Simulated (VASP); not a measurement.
Method: PBE GGA, VASP's PBE PAW potentials (set 64) (plane waves; VASP).

A VASP calculation is set up with these files.

**KPOINTS**
```
K-points
0
G
3 3 2
```

### INCAR
```
! general
SYSTEM   =  Nb2Si
PREC     =  Accurate
ENCUT    =  300
LREAL    =  F
LASPH    =  T

! electronic loop
EDIFF    =  1E-6
NELM     =  100
ALGO     =  Normal
LMAXMIX  =  4

! smearing
ISMEAR   =  0
SIGMA    =  0.272

! functional
GGA      =  PE

! ions
ISIF     =  2

! output
LWAVE    =  F
LCHARG   =  F
```

POSCAR:
```
Nb2Si
1
    4.2352250000     0.0000000000     0.0000000000
   -2.1176120000     3.6678120000     0.0000000000
    0.0000000000     0.0000000000     5.1893130000
Si Nb
2 4
Direct
  0.3333330000   0.6666670000   0.2500000000
  0.6666670000   0.3333330000   0.7500000000
  0.0000000000   0.0000000000   0.0000000000
  0.0000000000   0.0000000000   0.5000000000
  0.3333330000   0.6666670000   0.7500000000
  0.6666670000   0.3333330000   0.2500000000
```

POTCAR, in this order: Si Nb_sv (PBE.64 set). Program: vasp_std.

The resulting files:

### OUTCAR
```
 ion  position               nearest neighbor table
   1  0.333  0.667  0.250-   6 2.45   6 2.45   6 2.45   5 2.59   5 2.59   3 2.77   4 2.77   4 2.77
                             3 2.77   4 2.77   3 2.77
   2  0.667  0.333  0.750-   5 2.45   5 2.45   5 2.45   6 2.59   6 2.59   3 2.77   4 2.77   3 2.77
                             4 2.77   3 2.77   4 2.77
   3  0.000  0.000  0.000-   4 2.59   4 2.59   1 2.77   5 2.77   6 2.77   2 2.77   1 2.77   5 2.77
                             2 2.77   6 2.77   2 2.77   6 2.77   1 2.77   5 2.77
   4  0.000  0.000  0.500-   3 2.59   3 2.59   1 2.77   5 2.77   6 2.77   2 2.77   1 2.77   5 2.77
                             2 2.77   6 2.77   2 2.77   6 2.77   1 2.77   5 2.77
   5  0.333  0.667  0.750-   2 2.45   2 2.45   2 2.45   1 2.59   1 2.59   3 2.77   4 2.77   4 2.77
                             3 2.77   4 2.77   3 2.77
   6  0.667  0.333  0.250-   1 2.45   1 2.45   1 2.45   2 2.59   2 2.59   3 2.77   4 2.77   3 2.77
                             4 2.77   3 2.77   4 2.77
  LATTYP: Found a hexagonal cell.
 ALAT       =     4.2352250000
 C/A-ratio  =     1.2252744541
 Subroutine PRICEL returns:
 Original cell was already a primitive cell.
 Subroutine GETGRP returns: Found 24 space group operations
The static configuration has the point symmetry D_3d.
 The point group associated with its full space group is D_6h.
The dynamic configuration has the point symmetry D_3d.
 Subroutine INISYM returns: Found 24 space group operations
 Subroutine IBZKPT returns following result:
 Found      6 irreducible k-points:
...
```

OSZICAR:
```
       N       E                     dE             d eps       ncg     rms          rms(c)
DAV:   1     0.511739361843E+03    0.51174E+03   -0.24531E+04   432   0.117E+03
DAV:   2    -0.758841964033E+01   -0.51933E+03   -0.50801E+03   520   0.509E+02
DAV:   3    -0.499839666436E+02   -0.42396E+02   -0.41534E+02   768   0.101E+02
DAV:   4    -0.522968325661E+02   -0.23129E+01   -0.22622E+01   704   0.223E+01
DAV:   5    -0.524461120639E+02   -0.14928E+00   -0.14399E+00   724   0.481E+00    0.223E+01
DAV:   6    -0.504832057798E+02    0.19629E+01   -0.67200E+00   600   0.153E+01    0.894E+00
DAV:   7    -0.504282649468E+02    0.54941E-01   -0.12379E+00   736   0.588E+00    0.300E+00
DAV:   8    -0.504327416582E+02   -0.44767E-02   -0.14391E-01   564   0.217E+00    0.947E-01
DAV:   9    -0.504344408424E+02   -0.16992E-02   -0.30126E-02   640   0.141E+00    0.444E-01
DAV:  10    -0.504333092852E+02    0.11316E-02   -0.77845E-03   616   0.742E-01    0.262E-01
DAV:  11    -0.504333169540E+02   -0.76688E-05   -0.14478E-03   600   0.304E-01    0.489E-02
DAV:  12    -0.504333170762E+02   -0.12212E-06   -0.15688E-04   672   0.725E-02    0.142E-02
DAV:  13    -0.504333132618E+02    0.38144E-05   -0.14693E-05   600   0.316E-02    0.858E-03
DAV:  14    -0.504333118775E+02    0.13842E-05   -0.13241E-06   336   0.987E-03    0.225E-03
DAV:  15    -0.504333120521E+02   -0.17452E-06   -0.28216E-07   312   0.404E-03
   1 F= -.50433312E+02 E0= -.50310513E+02  d E =-.245599E+00
```

OUTCAR:
```
------------------------ aborting loop because EDIFF is reached ----------------------------------------
  FORCE on cell =-STRESS in cart. coord.  units (eV):
  Direction    XX          YY          ZZ          XY          YZ          ZX
  --------------------------------------------------------------------------------------
  Total       30.6765447     30.6765373     22.3678381      0.0000042      0.0000000      0.0000000
  in kB      609.7103987    609.7102522    444.5710424      0.0000831      0.0000000      0.0000000
  external PRESSURE =     554.6638978 kB  Pullay stress =       0.0000000 kB
  volume of cell :       80.61
      direct lattice vectors                 reciprocal lattice vectors
     4.235225000  0.000000000  0.000000000     0.236114964  0.136321022  0.000000000
    -2.117612000  3.667812000  0.000000000     0.000000000  0.272642109  0.000000000
     0.000000000  0.000000000  5.189313000     0.000000000  0.000000000  0.192703736
 POSITION                                       TOTAL-FORCE (eV/Angst)
 -----------------------------------------------------------------------------------
     -0.00000      2.44521      1.29733        -0.000000      0.000000      0.000000
      2.11761      1.22260      3.89198         0.000000      0.000000      0.000000
      0.00000      0.00000      0.00000        -0.000000      0.000000      0.000000
      0.00000      0.00000      2.59466         0.000000      0.000000      0.000000
     -0.00000      2.44521      3.89198        -0.000000     -0.000000      0.000000
      2.11761      1.22260      1.29733         0.000000     -0.000000      0.000000
 -----------------------------------------------------------------------------------
    total drift:                                0.002269     -0.001310      0.001786
  FREE ENERGIE OF THE ION-ELECTRON SYSTEM (eV)
  ---------------------------------------------------
  free  energy   TOTEN  =       -50.4333120521 eV

  energy  without entropy=      -50.1877134736  energy(sigma->0) =      -50.31051276
```
(Selected blocks of OUTCAR.)

At this cut-off the stress carries a Pulay error, which pulls relaxed volumes low.

The structure was generated: Nb2Si was put into an ordered model structure, which need not be its known phase. The cell was not relaxed at this level. The k-mesh is coarse (spacing up to 0.61 per Å, 2π included), so the numbers may not be converged in it. The run is one of a series of settings (KPOINTS 3×3×2 Γ-centred mesh against the base run), some of them coarse on purpose.
